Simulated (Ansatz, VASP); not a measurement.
# PtS2 in two plane-wave programs

Wanted: the spread between two codes on one cell, functional and k mesh. The cell is taken from a series of runs on this material, whose earlier steps may have relaxed, scaled, displaced or heated it; both programs get it as it stands.

Calculated with Ansatz 0.2.0; plane waves, with VASP 6.6.1 beside it; PBE with D3(BJ).

### Step 1. Starting point

The cell holds 3 atoms: 1 Pt and 2 S. Cell: a = 3.541 Å, b = 3.541 Å, c = 28.600 Å, α = 90.0°, β = 90.0°, γ = 120.0°. Vacuum lies along c.

Structure file:

```xyz
3
Lattice="3.5415 0.0000 0.0000 -1.7707 3.0670 0.0000 0.0000 0.0000 28.6000" Properties=species:S:1:pos:R:3
Pt    0.0000    0.0000    9.2000
S     0.0000    2.0447   10.4418
S     1.7707    1.0223    7.9582
```

### Step 2. VASP: zone-centre phonons, PBE with D3(BJ)

Second derivatives magnify differences that forces hide, and they need a tight electronic threshold.

Lines of VASP's logs that name or quote its potential files are left out, and so is its time.

File INCAR:

```
SYSTEM = PtS2
PREC = Accurate
ENCUT = 500
EDIFF = 1E-08
NELM = 120
ISMEAR = 0
SIGMA = 0.01
LREAL = .FALSE.
ALGO = Normal
GGA = PE
IVDW = 12
NBANDS = 17
LASPH = .TRUE.
LORBIT = 11
LWAVE = .FALSE.
LCHARG = .FALSE.
ISIF = 2
IBRION = 6
NFREE = 2
POTIM = 0.015
NSW = 1
GGA_COMPAT = .FALSE.
EFERMI = MIDGAP
NELMDL = -8
KPAR = 2
```

File POSCAR:

```
PtS2
1.0
    3.5414714753      0.0000000000      0.0000000000
   -1.7707357377      3.0670042644      0.0000000000
    0.0000000000      0.0000000000     28.5999712000
Pt S
1 2
Direct
    0.0000000000      0.0000000000      0.3216786456
    0.3333333333      0.6666666667      0.3650994593
    0.6666666667      0.3333333333      0.2782578319
```

File KPOINTS:

```
Automatic mesh
0
Gamma
9 9 1
0 0 0
```

Potentials, in the order of the species: Pt and S (PBE family, release 64).

Command:

```console
$ mpirun -np 2 vasp_std
```

Numbers of over 12 decimals in the logs are rounded to 6 here.

Log:

```text
[banner, memory and clock lines left out]
running    2 mpi-ranks, on    1 nodes
 distrk:  each k-point on    1 cores,    2 groups
 distr:  one band on    1 cores,    1 groups

 POSCAR found type information on POSCAR PtS
 POSCAR found :  2 types and       3 ions
 LDA part: xc-table for (Slater+PW92), standard interpolation
 POSCAR, INCAR and KPOINTS ok, starting setup
 FFT: planning ... GRIDC
 FFT: planning ... GRID_SOFT
 FFT: planning ... GRID
 WAVECAR not read
 entering main loop
       N       E                     dE             d eps       ncg     rms          rms(c)
DAV:   1     0.171723227568E+03    0.17172E+03   -0.70210E+03   408   0.895E+02
DAV:   2     0.261079887081E+01   -0.16911E+03   -0.16095E+03   631   0.168E+02
DAV:   3    -0.164809367917E+02   -0.19092E+02   -0.18978E+02   522   0.706E+01
DAV:   4    -0.168192540653E+02   -0.33832E+00   -0.33771E+00   533   0.112E+01
DAV:   5    -0.168278567993E+02   -0.86027E-02   -0.86005E-02   620   0.172E+00
DAV:   6    -0.168280827081E+02   -0.22591E-03   -0.22591E-03   543   0.251E-01
DAV:   7    -0.168280931063E+02   -0.10398E-04   -0.10398E-04   637   0.499E-02
DAV:   8    -0.168280936660E+02   -0.55971E-06   -0.55972E-06   551   0.104E-02    0.175E+01
DAV:   9    -0.156987484527E+02    0.11293E+01   -0.75536E+00   491   0.255E+01    0.114E+01
DAV:  10    -0.155209343637E+02    0.17781E+00   -0.20407E+00   459   0.143E+01    0.455E+00
DAV:  11    -0.154577587082E+02    0.63176E-01   -0.14966E-01   516   0.385E+00    0.975E-01
DAV:  12    -0.154522852375E+02    0.54735E-02   -0.34207E-02   512   0.160E+00    0.259E-01
DAV:  13    -0.154525230449E+02   -0.23781E-03   -0.22903E-03   547   0.339E-01    0.289E-01
DAV:  14    -0.154525273905E+02   -0.43457E-05   -0.22129E-05   677   0.317E-02    0.294E-01
[...]
DAV:  24    -0.154527386689E+02   -0.35755E-06   -0.20225E-07   598   0.239E-03    0.366E-03
DAV:  25    -0.154527391162E+02   -0.44727E-06   -0.48081E-08   544   0.108E-03    0.384E-04
DAV:  26    -0.154527394969E+02   -0.38079E-06   -0.34164E-09   372   0.387E-04    0.203E-04
DAV:  27    -0.154527400729E+02   -0.57599E-06   -0.40512E-09   347   0.320E-04    0.265E-04
DAV:  28    -0.154527403225E+02   -0.24961E-06   -0.39019E-09   390   0.457E-04    0.506E-04
DAV:  29    -0.154527404241E+02   -0.10159E-06   -0.18847E-09   428   0.211E-04    0.942E-05
DAV:  30    -0.154527404569E+02   -0.32718E-07   -0.77509E-10   440   0.175E-04    0.241E-04
DAV:  31    -0.154527404622E+02   -0.53333E-08    0.12185E-10   455   0.606E-05
   1 F= -.16280408E+02 E0= -.16280408E+02  d E =0.000000E+00
[... from here on, the cycles between the ionic steps are left out ...]
   2 F= -.16278442E+02 E0= -.16278442E+02  d E =0.000000E+00
   4 F= -.16278369E+02 E0= -.16278369E+02  d E =0.000000E+00
   5 F= -.16278367E+02 E0= -.16278367E+02  d E =0.000000E+00
   6 F= -.16279357E+02 E0= -.16279357E+02  d E =0.000000E+00
   7 F= -.16279357E+02 E0= -.16279357E+02  d E =0.000000E+00
   8 F= -.16278585E+02 E0= -.16278585E+02  d E =0.000000E+00
 Finite differences progress:
  Degree of freedom:   4/  4
  Displacement:        1/  2
  Total:               7/  8
 bond charge predicted
       N       E                     dE             d eps       ncg     rms          rms(c)
DAV:   1    -0.154483747852E+02    0.36024E-02   -0.95245E-01   408   0.511E+00    0.745E-01
DAV:   2    -0.154510644114E+02   -0.26896E-02   -0.33748E-02   506   0.118E+00    0.220E-01
DAV:   3    -0.154510539443E+02    0.10467E-04   -0.65958E-04   553   0.191E-01    0.150E-01
DAV:   4    -0.154510538520E+02    0.92223E-07   -0.23670E-04   525   0.102E-01    0.363E-02
DAV:   5    -0.154510466911E+02    0.71609E-05   -0.84968E-05   500   0.654E-02    0.969E-03
DAV:   6    -0.154510453881E+02    0.13030E-05   -0.91401E-06   564   0.197E-02    0.145E-02
DAV:   7    -0.154510453396E+02    0.48510E-07   -0.15683E-06   550   0.732E-03    0.113E-02
DAV:   8    -0.154510456310E+02   -0.29149E-06   -0.18276E-07   552   0.283E-03    0.629E-03
DAV:   9    -0.154510463162E+02   -0.68513E-06   -0.42688E-07   518   0.324E-03    0.101E-03
DAV:  10    -0.154510466859E+02   -0.36976E-06   -0.34345E-08   538   0.115E-03    0.510E-04
DAV:  11    -0.154510478010E+02   -0.11151E-05   -0.78646E-08   506   0.939E-04    0.458E-04
DAV:  12    -0.154510480884E+02   -0.28737E-06   -0.10899E-08   472   0.451E-04    0.425E-04
DAV:  13    -0.154510486827E+02   -0.59430E-06   -0.35271E-08   403   0.543E-04    0.269E-04
DAV:  14    -0.154510490932E+02   -0.41057E-06   -0.30400E-08   437   0.417E-04    0.237E-04
DAV:  15    -0.154510491442E+02   -0.50968E-07   -0.11411E-09   459   0.152E-04    0.120E-04
DAV:  16    -0.154510492503E+02   -0.10614E-06   -0.53227E-09   393   0.163E-04    0.749E-05
DAV:  17    -0.154510492769E+02   -0.26605E-07   -0.72091E-10   440   0.768E-05    0.582E-05
DAV:  18    -0.154510492960E+02   -0.19083E-07   -0.26078E-10   434   0.554E-05    0.168E-05
DAV:  19    -0.154510493042E+02   -0.81318E-08    0.49966E-11   434   0.342E-05
   9 F= -.16279767E+02 E0= -.16279767E+02  d E =0.000000E+00
 Finite differences progress:
  Degree of freedom:   4/  4
  Displacement:        2/  2
  Total:               8/  8
```

Parts of OUTCAR (step 2):

```text
ion  position               nearest neighbor table
   1  0.000  0.000  0.322-   2 2.39   3 2.39   2 2.39   3 2.39   2 2.39   3 2.39
   2  0.333  0.667  0.365-   1 2.39   1 2.39   1 2.39
   3  0.667  0.333  0.278-   1 2.39   1 2.39   1 2.39

  LATTYP: Found a hexagonal cell.
 ALAT       =     3.5414714753
 C/A-ratio  =     8.0757310625

 Subroutine GETGRP returns: Found 12 space group operations
 (whereof  6 operations were pure point group operations)

The static configuration has the point symmetry C_3v.
 The point group associated with its full space group is D_3d.

 Found     12 irreducible k-points:

   k-points           NKPTS =     12   k-points in BZ     NKDIM =     12   number of bands    NBANDS=     17

   dimension x,y,z NGX =    28 NGY =   28 NGZ =  210
   dimension x,y,z NGXF=    56 NGYF=   56 NGZF=  420

   ENCUT  =  500.0 eV  36.75 Ry    6.06 a.u.   6.46  6.46 52.14*2*pi/ulx,y,z

   NELECT =      22.0000    total number of electrons

 k-points in reciprocal lattice and weights: Automatic mesh
   0.00000000  0.00000000  0.00000000       0.012
   0.11111111  0.00000000  0.00000000       0.074
   0.22222222  0.00000000  0.00000000       0.074
   0.33333333  0.00000000  0.00000000       0.074
   0.44444444  0.00000000  0.00000000       0.074
   0.11111111  0.11111111  0.00000000       0.074
   0.22222222  0.11111111  0.00000000       0.148
   0.33333333  0.11111111  0.00000000       0.148
   0.44444444  0.11111111  0.00000000       0.074
   0.22222222  0.22222222  0.00000000       0.074
   0.33333333  0.22222222  0.00000000       0.148
   0.33333333  0.33333333  0.00000000       0.025

 Edisp (eV)   -0.82661

 average (electrostatic) potential at core
       1 -78.3855       2 -95.3789       3 -95.3561

 E-fermi :  -3.2844

 k-point     1 :       0.0000    0.0000    0.0000
  band No.  band energies     occupation
    ...
      7      -7.0749      2.00000
      8      -4.9977      2.00000
      9      -4.8729      2.00000
     10      -4.4238      2.00000
     11      -4.4238      2.00000
     12      -0.9111      0.00000
     13      -0.9111      0.00000
     14       1.2596      0.00000
     15       1.6111      0.00000
     16       2.0728      0.00000
    ...

 k-point     2 :       0.1111    0.0000    0.0000
  band No.  band energies     occupation
    ...
      7      -7.1943      2.00000
      8      -5.5727      2.00000
      9      -4.6521      2.00000
     10      -4.3597      2.00000
     11      -4.2077      2.00000
     12      -1.5988      0.00000
     13      -1.1056      0.00000
     14       1.6007      0.00000
     15       1.8788      0.00000
     16       2.4164      0.00000
    ...

 k-point     3 :       0.2222    0.0000    0.0000
  band No.  band energies     occupation
    ...
      7      -7.3564      2.00000
      8      -6.1372      2.00000
      9      -4.4620      2.00000
     10      -4.4540      2.00000
     11      -4.2881      2.00000
     12      -2.3611      0.00000
     13      -1.3425      0.00000
     14       2.2045      0.00000
     15       2.3957      0.00000
     16       2.6370      0.00000
    ...

 Edisp (eV)   -0.82872

  Total       0.00883     0.00883     0.11111    -0.00000     0.00000     0.00000
  in kB       0.04554     0.04554     0.57307    -0.00000     0.00000     0.00000
  external pressure =        0.22 kB  Pullay stress =        0.00 kB

  energy-cutoff  :      500.00
  volume of cell :      310.64
      direct lattice vectors                 reciprocal lattice vectors
     3.541471475  0.000000000  0.000000000     0.282368503  0.163025531  0.000000000
    -1.770735738  3.067004264  0.000000000     0.000000000  0.326051063  0.000000000
     0.000000000  0.000000000 28.599971200     0.000000000  0.000000000  0.034965070

 POSITION                                       TOTAL-FORCE (eV/Angst)
 -----------------------------------------------------------------------------------
      0.00000      0.00000      9.20000        -0.000000      0.000000     -0.137977
     -0.00000      2.04467     10.42683         0.000000      0.000000      0.126724
      1.77074      1.02233      7.95817        -0.000000      0.000000      0.011253
 -----------------------------------------------------------------------------------
    total drift:                               -0.000000      0.000000      0.000095

  FREE ENERGIE OF THE ION-ELECTRON SYSTEM (eV)
  ---------------------------------------------------
  free  energy   TOTEN  =       -16.2797669293 eV

  energy  without entropy=      -16.2797669293  energy(sigma->0) =      -16.27976693

 Eigenvectors and eigenvalues of the dynamical matrix
 ----------------------------------------------------

   1 f  =    9.882323 THz    62.092470 2PiTHz  329.638828 cm-1    40.869987 meV
             X         Y         Z           dx          dy          dz
      0.000000  0.000000  9.200000     0.000000   -0.000000   -0.000000
     -0.000000  2.044670 10.441834    -0.000000    0.000000   -0.707107
      1.770736  1.022335  7.958166    -0.000000    0.000000    0.707107

   2 f  =    9.584721 THz    60.222576 2PiTHz  319.711865 cm-1    39.639201 meV
             X         Y         Z           dx          dy          dz
      0.000000  0.000000  9.200000     0.000000   -0.000000    0.497315
     -0.000000  2.044670 10.441834    -0.000000    0.000000   -0.613465
      1.770736  1.022335  7.958166    -0.000000    0.000000   -0.613465

   3 f  =    9.405971 THz    59.099461 2PiTHz  313.749430 cm-1    38.899954 meV
             X         Y         Z           dx          dy          dz
      0.000000  0.000000  9.200000     0.307156   -0.391460   -0.000000
     -0.000000  2.044670 10.441834    -0.378626    0.482545    0.000000
      1.770736  1.022335  7.958166    -0.378626    0.482545    0.000000

   4 f  =    9.405971 THz    59.099461 2PiTHz  313.749430 cm-1    38.899954 meV
             X         Y         Z           dx          dy          dz
      0.000000  0.000000  9.200000     0.391460    0.307156    0.000000
     -0.000000  2.044670 10.441834    -0.482545   -0.378626   -0.000000
      1.770736  1.022335  7.958166    -0.482545   -0.378626   -0.000000

   5 f  =    8.706921 THz    54.707199 2PiTHz  290.431627 cm-1    36.008916 meV
             X         Y         Z           dx          dy          dz
      0.000000  0.000000  9.200000    -0.000000    0.000000   -0.000000
     -0.000000  2.044670 10.441834     0.436503   -0.556296    0.000000
      1.770736  1.022335  7.958166    -0.436503    0.556296    0.000000

   6 f  =    8.706921 THz    54.707199 2PiTHz  290.431627 cm-1    36.008916 meV
             X         Y         Z           dx          dy          dz
      0.000000  0.000000  9.200000    -0.000000   -0.000000   -0.000000
     -0.000000  2.044670 10.441834    -0.556296   -0.436503    0.000000
      1.770736  1.022335  7.958166     0.556296    0.436503    0.000000

   7 f/i=    0.000988 THz     0.006206 2PiTHz    0.032949 cm-1     0.004085 meV
             X         Y         Z           dx          dy          dz
      0.000000  0.000000  9.200000    -0.000000    0.000000    0.867570
     -0.000000  2.044670 10.441834    -0.000000    0.000000    0.351655
      1.770736  1.022335  7.958166    -0.000000    0.000000    0.351655

   8 f/i=    0.001897 THz     0.011918 2PiTHz    0.063271 cm-1     0.007845 meV
             X         Y         Z           dx          dy          dz
      0.000000  0.000000  9.200000     0.014963   -0.867289    0.000000
     -0.000000  2.044670 10.441834     0.006069   -0.351790    0.000000
      1.770736  1.022335  7.958166     0.006069   -0.351790    0.000000

   9 f/i=    0.001897 THz     0.011918 2PiTHz    0.063271 cm-1     0.007845 meV
             X         Y         Z           dx          dy          dz
      0.000000  0.000000  9.200000    -0.867289   -0.014963    0.000000
     -0.000000  2.044670 10.441834    -0.351790   -0.006069    0.000000
      1.770736  1.022335  7.958166    -0.351790   -0.006069    0.000000

 ELASTIC MODULI CONTR FROM IONIC RELAXATION (kBar)
 Direction    XX          YY          ZZ          XY          YZ          ZX
 --------------------------------------------------------------------------------
 XX        -174.7696    -86.2329   -163.3556      0.0000     83.7249     -0.0000
 YY         -86.2329   -174.7696   -163.3556      0.0000    -83.7249      0.0000
 ZZ        -163.3556   -163.3556   -204.4813      0.0000      0.0000      0.0000
 XY           0.0000      0.0000      0.0000    -44.2684      0.0000     83.7251
 YZ          83.7249    -83.7249      0.0000      0.0000   -158.3493      0.0000
 ZX          -0.0000      0.0000      0.0000     83.7251      0.0000   -158.3500
 --------------------------------------------------------------------------------

 total charge
# of ion       s       p       d       tot
------------------------------------------
    1        0.696   0.788   7.971   9.455
    2        1.358   2.283   0.000   3.641
    3        1.358   2.283   0.000   3.641
--------------------------------------------------
tot          3.413   5.353   7.971  16.737

[... 3 further parts left out ...]
```

The last energy, forces, stress and levels in OUTCAR belong to the last displaced cell, not to the cell of POSCAR.

Levels, forces or a CONTCAR printed for this step are those of its last displaced cell, not of the structure at rest.

[end of part 1 of 2]

[Lines on the potential files, build, host, timing and source positions are cut from VASP's logs without a mark.]

[Logs are printed without paths, hosts, clocks, repeated set-up lines and the standing remarks that a program may print on its own settings, such as how far it seeks lower states.]

[Hosts, paths, dates, database ids (printed as entryN), source tags and the programs' standing remarks are cut or masked in the printed files.]
